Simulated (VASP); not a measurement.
All values below come from G0W0 on PBE orbitals, VASP's PBE PAW potentials (set 64) (plane waves; VASP).

The input files of a VASP run:

**KPOINTS**
```
Automatic mesh
0
Gamma
4 4 4
0 0 0
```

### POSCAR
```
BaF2
1.0
  0.0000000000   3.1000000000   3.1000000000
  3.1000000000   0.0000000000   3.1000000000
  3.1000000000   3.1000000000   0.0000000000
Ba F
1 2
Cartesian
  0.0000000000   0.0000000000   0.0000000000
  1.5500000000   1.5500000000   1.5500000000
  4.6500000000   4.6500000000   4.6500000000
```

**INCAR**
```
# general
SYSTEM      = BaF2
PREC        = Normal
ENCUT       = 500
LREAL       = .FALSE.
LASPH       = .TRUE.
NBANDS      = 192

# electronic loop
ALGO        = EVGW0

# smearing
ISMEAR      = 0
SIGMA       = 0.01

# functional
GGA         = PE

# output
LWAVE       = .TRUE.
LCHARG      = .FALSE.

# other
ENCUTGW     = 180
NELMGW      = 1
NOMEGA      = 64
NBANDSGW    = 22
LSPECTRALGW = .TRUE.
```

POTCAR, in this order: Ba_sv_GW F_GW_new (PBE.64 set). Program: vasp_std. Read from the step before: W*.

What VASP printed:

File OUTCAR:
```
 ion  position               nearest neighbor table
   1  0.000  0.000  0.000-
   2  0.250  0.250  0.250-
   3  0.750  0.750  0.750-
  LATTYP: Found a face centered cubic cell.
 ALAT       =     6.2000000000
 Subroutine PRICEL returns:
 Original cell was already a primitive cell.
 Subroutine GETGRP returns: Found 48 space group operations
The static configuration has the point symmetry O_h .
The dynamic configuration has the point symmetry O_h .
 Subroutine INISYM returns: Found 48 space group operations
 Subroutine IBZKPT returns following result:
 Found      8 irreducible k-points:

 Following reciprocal coordinates:
            Coordinates               Weight
  0.000000  0.000000  0.000000      1.000000
  0.250000  0.000000  0.000000      8.000000
  0.500000  0.000000  0.000000      4.000000
  0.250000  0.250000  0.000000      6.000000
  0.500000  0.250000  0.000000     24.000000
 -0.250000  0.250000  0.000000     12.000000
  0.500000  0.500000  0.000000      3.000000
 -0.250000  0.500000  0.250000      6.000000
...
```

File OSZICAR:
```
energies w=
    0.000    0.000    0.641    0.000    1.280    0.000    1.916    0.000
    2.548    0.000    3.175    0.000    3.795    0.000    4.409    0.000
    5.014    0.000    5.612    0.000    6.201    0.000    6.782    0.000
    7.355    0.000    7.920    0.000    8.478    0.000    9.030    0.000
    9.576    0.000   10.117    0.000   10.654    0.000   11.188    0.000
   11.720    0.000   12.251    0.000   12.782    0.000   13.315    0.000
   13.851    0.000   14.391    0.000   14.937    0.000   15.490    0.000
   16.052    0.000   16.625    0.000   17.211    0.000   17.812    0.000
   18.430    0.000   19.068    0.000   19.730    0.000   20.417    0.000
   21.135    0.000   21.886    0.000   22.677    0.000   23.511    0.000
   24.397    0.000   25.341    0.000   26.352    0.000   27.440    0.000
   28.617    0.000   29.898    0.000   31.301    0.000   32.847    0.000
   34.564    0.000   36.483    0.000   38.649    0.000   41.114    0.000
   43.949    0.000   47.248    0.000   51.138    0.000   55.795    0.000
   61.473    0.000   68.546    0.000   77.597    0.000   89.580    0.000
  106.171    0.000  130.621    0.000  170.162    0.000  244.799    0.000
NQ=   1    0.0000    0.0000    0.0000,
 performed        344000 updates of chi_q(r,r)
NQ=   2    0.2500    0.0000    0.0000,
 performed        992000 updates of chi_q(r,r)
NQ=   3    0.5000    0.0000    0.0000,
 performed       1488000 updates of chi_q(r,r)
NQ=   4    0.2500    0.2500    0.0000,
 performed       2077000 updates of chi_q(r,r)
NQ=   5    0.5000    0.2500    0.0000,
 performed       2860000 updates of chi_q(r,r)
NQ=   6   -0.2500    0.2500    0.0000,
 performed       3558000 updates of chi_q(r,r)
NQ=   7    0.5000    0.5000    0.0000,
 performed       4020000 updates of chi_q(r,r)
NQ=   8   -0.2500    0.5000    0.2500,
 performed       4617000 updates of chi_q(r,r)
 resolving degeneracies of screened two electron integrals
```

**OUTCAR**
```


 k-point   1 :       0.0000    0.0000    0.0000
  band No.  KS-energies  QP-energies   sigma(KS)   V_xc(KS)     V^pw_x(r,r')   Z            occupation Imag(sigma)

      1     -23.0111     -24.6620     -17.8397     -15.4630     -25.2381       0.6947       2.0000       1.0103
      2     -18.9493     -22.0681     -27.7373     -23.2235     -37.2870       0.6910       2.0000       0.6161
      3     -18.8864     -21.8610     -26.9109     -22.6151     -36.1490       0.6924       2.0000       0.6438
      4      -7.8468     -10.2854     -17.0488     -14.0764     -19.3019       0.8204       2.0000       0.0870
      5      -7.8468     -10.2854     -17.0488     -14.0764     -19.3019       0.8204       2.0000       0.0870
      6      -7.8468     -10.2854     -17.0488     -14.0764     -19.3019       0.8204       2.0000       0.0870
      7      -1.4991      -3.6693     -22.4299     -19.5882     -27.3700       0.7637       2.0000       0.1175
      8      -1.4991      -3.6693     -22.4299     -19.5882     -27.3700       0.7637       2.0000       0.1175
      9      -1.4991      -3.6693     -22.4299     -19.5882     -27.3700       0.7637       2.0000       0.1175
     10      -0.1222      -2.0982     -24.3891     -21.8253     -29.4115       0.7708       2.0000       0.0978
     11      -0.1222      -2.0982     -24.3891     -21.8253     -29.4115       0.7708       2.0000       0.0978
     12      -0.1222      -2.0982     -24.3891     -21.8253     -29.4115       0.7708       2.0000       0.0978
     13       6.7926       7.5514      -6.6730      -7.5362      -3.6350       0.8790       0.0000      -0.0449
     14       9.2396      10.7173      -8.0410      -9.7647      -4.4809       0.8573       0.0000      -0.0557
     15       9.2396      10.7173      -8.0410      -9.7647      -4.4809       0.8573       0.0000      -0.0557
     16      11.4321      13.3999     -11.9075     -14.2654      -8.5170       0.8345       0.0000      -0.0623
     17      11.4321      13.3999     -11.9075     -14.2654      -8.5170       0.8345       0.0000      -0.0623
     18      11.4321      13.3999     -11.9075     -14.2654      -8.5170       0.8345       0.0000      -0.0623
     19      12.5572      17.0664      -7.7219     -13.1533      -2.7639       0.8302       0.0000      -0.0804
     20      12.5572      17.0664      -7.7219     -13.1533      -2.7639       0.8302       0.0000      -0.0804
     21      12.5572      17.0664      -7.7219     -13.1533      -2.7639       0.8302       0.0000      -0.0804
     22      13.2328      19.0221      -8.0902     -15.1106      -2.5698       0.8247       0.0000      -0.0834

 k-point   2 :       0.2500    0.0000    0.0000
  band No.  KS-energies  QP-energies   sigma(KS)   V_xc(KS)     V^pw_x(r,r')   Z            occupation Imag(sigma)

      1     -22.9060     -24.5123     -17.7130     -15.3900     -24.9939       0.6915       2.0000       0.9964
      2     -19.0402     -22.0973     -27.2632     -22.8344     -36.7193       0.6903       2.0000       0.6347
      3     -18.9814     -22.0449     -27.3540     -22.9230     -36.7976       0.6914       2.0000       0.6320
      4      -7.9393     -10.3815     -17.0925     -14.1044     -19.4527       0.8173       2.0000       0.0983
      5      -7.9292     -10.3718     -17.0432     -14.0565     -19.3715       0.8178       2.0000       0.0970
      6      -7.9292     -10.3718     -17.0432     -14.0565     -19.3715       0.8178       2.0000       0.0970
      7      -1.2864      -3.4282     -22.7059     -19.9093     -27.6475       0.7659       2.0000       0.1135
      8      -1.2864      -3.4282     -22.7059     -19.9093     -27.6475       0.7659       2.0000       0.1135
      9      -0.9543      -3.0430     -23.0834     -20.3632     -27.9701       0.7678       2.0000       0.1064
     10      -0.4414      -2.4590     -23.8361     -21.2099     -28.8196       0.7683       2.0000       0.1011
     11      -0.1805      -2.1641     -24.1818     -21.6098     -29.1382       0.7712       2.0000       0.0973
     12      -0.1805      -2.1641     -24.1818     -21.6098     -29.1382       0.7712       2.0000       0.0973
     13       7.9468       8.8062      -7.4034      -8.3896      -4.4162       0.8714       0.0000      -0.0469
     14       9.2032      10.6877      -8.3683     -10.1024      -4.9090       0.8560       0.0000      -0.0555
     15       9.2032      10.6877      -8.3683     -10.1024      -4.9090       0.8560       0.0000      -0.0555
     16      10.7624      12.5998     -10.4984     -12.6745      -7.0537       0.8444       0.0000      -0.0597
     17      11.4812      13.4538     -11.3845     -13.7437      -7.8900       0.8361       0.0000      -0.0627
     18      11.4812      13.4538     -11.3845     -13.7437      -7.8900       0.8361       0.0000      -0.0627
     19      12.0921      15.6797      -7.3169     -11.5744      -2.7218       0.8426       0.0000      -0.0737
     20      12.8615      18.0410      -7.6734     -13.9318      -2.3874       0.8276       0.0000      -0.0828
     21      12.8615      18.0410      -7.6734     -13.9318      -2.3874       0.8276       0.0000      -0.0828
     22      13.0796      18.5693      -7.9309     -14.5933      -2.5093       0.8240       0.0000      -0.0851

 k-point   3 :       0.5000    0.0000    0.0000
  band No.  KS-energies  QP-energies   sigma(KS)   V_xc(KS)     V^pw_x(r,r')   Z            occupation Imag(sigma)

      1     -22.7923     -24.3362     -17.5497     -15.2928     -24.6897       0.6841       2.0000       0.9798
      2     -19.1904     -22.2392     -27.2570     -22.7802     -36.8182       0.6810       2.0000       0.6378
      3     -19.0218     -22.0895     -27.3639     -22.9170     -36.8362       0.6898       2.0000       0.6346
      4      -8.0146     -10.4610     -17.1450     -14.1450     -19.5902       0.8154       2.0000       0.1066
      5      -8.0074     -10.4528     -17.0372     -14.0374     -19.4330       0.8152       2.0000       0.1068
      6      -8.0074     -10.4528     -17.0372     -14.0374     -19.4330       0.8152       2.0000       0.1068
      7      -1.0995      -3.2146     -22.9135     -20.1496     -27.8682       0.7653       2.0000       0.1105
      8      -1.0995      -3.2146     -22.9135     -20.1496     -27.8682       0.7653       2.0000       0.1105
      9      -0.6803      -2.7362     -23.7306     -21.0468     -28.7913       0.7660       2.0000       0.1058
     10      -0.3909      -2.3948     -23.7996     -21.1985     -28.6564       0.7704       2.0000       0.0977
     11      -0.2025      -2.1864     -24.1076     -21.5381     -29.0051       0.7721       2.0000       0.0966
     12      -0.2025      -2.1864     -24.1076     -21.5381     -29.0051       0.7721       2.0000       0.0966
     13       9.1443      10.6093      -9.1558     -10.8602      -5.8031       0.8595       0.0000      -0.0510
     14       9.2273      10.7057      -8.7275     -10.4607      -5.3596       0.8530       0.0000      -0.0557
     15       9.2273      10.7057      -8.7275     -10.4607      -5.3596       0.8530       0.0000      -0.0557
     16       9.5173      10.5478      -6.3635      -7.5518      -3.1527       0.8672       0.0000      -0.0569
     17      11.6330      13.5170     -10.5350     -12.7756      -6.8877       0.8408       0.0000      -0.0635
     18      11.6330      13.5170     -10.5350     -12.7756      -6.8877       0.8408       0.0000      -0.0635
     19      12.5797      17.5647      -7.9068     -13.9247      -2.7311       0.8284       0.0000      -0.0794
     20      12.5797      17.5647      -7.9068     -13.9247      -2.7311       0.8284       0.0000      -0.0794
     21      13.1648      18.4014      -8.0257     -14.3545      -2.7440       0.8274       0.0000      -0.0832
     22      13.1768      18.9044      -7.8814     -14.8451      -2.3723       0.8225       0.0000      -0.0863

 k-point   4 :       0.2500    0.2500    0.0000
  band No.  KS-energies  QP-energies   sigma(KS)   V_xc(KS)     V^pw_x(r,r')   Z            occupation Imag(sigma)

      1     -22.8701     -24.4658     -17.6659     -15.3620     -24.9044       0.6926       2.0000       0.9920
      2     -19.0687     -22.0892     -26.9803     -22.6110     -36.3626       0.6913       2.0000       0.6449
      3     -19.0114     -22.1210     -27.6389     -23.1281     -37.1957       0.6894       2.0000       0.6233
      4      -8.0530     -10.5017     -17.0084     -13.9995     -19.4386       0.8138       2.0000       0.1122
      5      -8.0530     -10.5017     -17.0084     -13.9995     -19.4386       0.8138       2.0000       0.1122
      6      -7.7730     -10.2039     -17.1694     -14.2128     -19.4028       0.8222       2.0000       0.0807
      7      -1.0910      -3.2012     -22.9034     -20.1520     -27.7856       0.7669       2.0000       0.1088
      8      -1.0910      -3.2012     -22.9034     -20.1520     -27.7856       0.7669       2.0000       0.1088
      9      -0.8968      -2.9731     -23.3549     -20.6409     -28.3635       0.7651       2.0000       0.1079
     10      -0.8916      -2.9880     -22.7903     -20.0645     -27.6328       0.7691       2.0000       0.1049
     11      -0.0717      -2.0356     -24.4910     -21.9454     -29.4972       0.7715       2.0000       0.0971
     12      -0.0717      -2.0356     -24.4910     -21.9454     -29.4972       0.7715       2.0000       0.0971
     13       7.8843       8.9226      -8.4346      -9.6381      -5.5680       0.8626       0.0000      -0.0468
     14       9.2391      10.4438      -7.4946      -8.8871      -4.0920       0.8651       0.0000      -0.0538
     15       9.8046      11.4169      -8.1522     -10.0380      -4.4823       0.8550       0.0000      -0.0597
     16      10.2329      12.0063     -10.5617     -12.6550      -7.1743       0.8472       0.0000      -0.0549
     17      11.6437      13.6340     -11.1917     -13.5722      -7.6183       0.8361       0.0000      -0.0643
     18      11.6437      13.6340     -11.1917     -13.5722      -7.6183       0.8361       0.0000      -0.0643
     19      12.5539      17.1508      -7.5087     -13.0350      -2.4847       0.8318       0.0000      -0.0799
     20      12.5539      17.1508      -7.5087     -13.0350      -2.4847       0.8318       0.0000      -0.0799
     21      12.8699      17.9396      -7.6912     -13.8147      -2.4404       0.8279       0.0000      -0.0830
     22      12.9361      18.2726      -7.7897     -14.2460      -2.4155       0.8266       0.0000      -0.0836

 k-point   5 :       0.5000    0.2500    0.0000
  band No.  KS-energies  QP-energies   sigma(KS)   V_xc(KS)     V^pw_x(r,r')   Z            occupation Imag(sigma)

      1     -22.7547     -24.2850     -17.4933     -15.2575     -24.5840       0.6844       2.0000       0.9753
...
```
(Selected blocks of OUTCAR.)

The mesh is coarse and the basis finite, so the quasiparticle values are not converged.

The compound is BaF2 in the fluorite structure. The cell was not relaxed at this level. The k-mesh is coarse (spacing up to 0.44 per Å, 2π included), so the numbers may not be converged in it.
